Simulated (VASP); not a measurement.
An input for Quantum ESPRESSO's pw.x (written as the equivalent of a VASP run, and not itself run):

```
&CONTROL
  calculation = 'scf'
  pseudo_dir = './pseudo'
  outdir = './out'
  tprnfor = .true.
  tstress = .true.
/
&SYSTEM
  ibrav = 0
  nat = 6
  ntyp = 2
  ecutwfc = 84
  occupations = 'tetrahedra'
  input_dft = 'pw91'
/
&ELECTRONS
  conv_thr = 7.3e-09
  electron_maxstep = 100
/
ATOMIC_SPECIES
  Mg 24.305 Mg.upf
  F 18.998 F.upf
CELL_PARAMETERS angstrom
     4.6725964    0.0000000    0.0000000
     0.0000000    4.6725964    0.0000000
     0.0000000    0.0000000    3.0824068
ATOMIC_POSITIONS crystal
  Mg   1.0000000  0.0000000  0.0000000
  Mg   0.5000000  0.5000000  0.5000000
  F    0.3031403  0.3031403  1.0000000
  F    0.8031403  0.1968597  0.5000000
  F    0.1968597  0.8031403  0.5000000
  F    0.6968597  0.6968597  0.0000000
K_POINTS automatic
  6 6 8 0 0 0
```

### Question
Translate this input to VASP (INCAR, KPOINTS, POSCAR, choice of POTCAR).

### Answer
Several could match; the one computed here: 
### KPOINTS
```
Automatic mesh
0
Gamma
6 6 8
0 0 0
```

POSCAR:
```
MgF2
1
    4.6725964202     0.0000000000     0.0000000000
    0.0000000000     4.6725964202     0.0000000000
    0.0000000000     0.0000000000     3.0824067898
Mg F
2 4
Direct
  1.0000000000   0.0000000000   0.0000000000
  0.5000000000   0.5000000000   0.5000000000
  0.3031403336   0.3031403336   1.0000000000
  0.8031403336   0.1968596664   0.5000000000
  0.1968596664   0.8031403336   0.5000000000
  0.6968596664   0.6968596664   0.0000000000
```

**INCAR**
```
ALGO = Normal
EDIFF = 1E-7
ENCUT = 520
GGA = 91
ISIF = 2
ISMEAR = -5
LASPH = .True.
LCHARG = .True.
LEFG = .True.
LORBIT = 11
LREAL = .False.
LWAVE = .False.
NEDOS = 601
NELM = 100
PREC = Accurate
SYSTEM = MgF2
```

POTCAR, in this order: Mg F (PBE.64 set). Program: vasp_std.

Limits of the translation: the potentials are each code's own (VASP's PAW set, PseudoDojo norm-conserving files in pw.x), so ENCUT and ecutwfc are chosen apart and not converted; conv_thr bounds pw.x's estimated SCF error, while EDIFF bounds the energy change between steps; the field gradients of LEFG aren't asked of the other code.

The compound is MgF2 in the rutile structure. It was relaxed first.
